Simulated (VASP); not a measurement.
A convergence study with VASP on Mo (bcc): one setting is varied, all else stays as given below, so the limit is that of these other settings. The cell's lengths are 1 % over those of the tabulated start, so it is off equilibrium.

```xyz
1
Lattice="-1.5908 1.5908 1.5908 1.5908 -1.5908 1.5908 1.5908 1.5908 -1.5908" Properties=species:S:1:pos:R:3 pbc="T T T"
Mo     0.0000     0.0000     0.0000
```

Computed with PBE GGA, VASP's PBE PAW potentials (set 64) (plane waves; VASP). The tightest run used: 1000 eV cut-off, 18×18×18 Γ-centred mesh, first-order Methfessel-Paxton smearing of 0.10 eV, potentials Mo_sv.

Question: The settings run are ENCUT = 150; ENCUT = 200; ENCUT = 250; ENCUT = 300; ENCUT = 350; ENCUT = 400; ENCUT = 450; ENCUT = 500; ENCUT = 550; ENCUT = 600; ENCUT = 650; ENCUT = 700; ENCUT = 750; ENCUT = 800; ENCUT = 850; ENCUT = 1000. From which on does the energy per atom stay within 0.005 eV/atom of the tightest run?

Answer: From ENCUT = 300 on: it is off by 0.0001 there and by no more than 0.005 in any finer run, while ENCUT = 250 is off by 0.0086.
| setting | E (eV/atom) | pressure (GPa) | plane waves | difference judged (eV/atom) |
|---|---|---|---|---|
| ENCUT = 150 | -7.7855 | -514.32 | 79 | 3.1437 |
| ENCUT = 200 | -10.6683 | -81.40 | 116 | 0.2610 |
| ENCUT = 250 | -10.9206 | -9.50 | 152 | 0.0086 |
| ENCUT = 300 | -10.9293 | -4.95 | 201 | 0.0001 |
| ENCUT = 350 | -10.9257 | -6.04 | 250 | 0.0036 |
| ENCUT = 400 | -10.9279 | -5.46 | 321 | 0.0013 |
| ENCUT = 450 | -10.9293 | -4.71 | 370 | 0.0000 |
| ENCUT = 500 | -10.9296 | -4.53 | 420 | 0.0003 |
| ENCUT = 550 | -10.9295 | -4.61 | 490 | 0.0003 |
| ENCUT = 600 | -10.9297 | -4.65 | 559 | 0.0004 |
| ENCUT = 650 | -10.9297 | -4.60 | 623 | 0.0005 |
| ENCUT = 700 | -10.9298 | -4.54 | 690 | 0.0006 |
| ENCUT = 750 | -10.9298 | -4.52 | 767 | 0.0006 |
| ENCUT = 800 | -10.9298 | -4.52 | 856 | 0.0006 |
| ENCUT = 850 | -10.9298 | -4.53 | 937 | 0.0005 |
| ENCUT = 1000 | -10.9292 | -4.52 | 1171 | 0.0000 |

Left out are rungs that failed or repeat a setting and relaxations that didn't move; long series are thinned to 24 rows.

The compound is Mo in the bcc structure. The cell was not relaxed at this level.
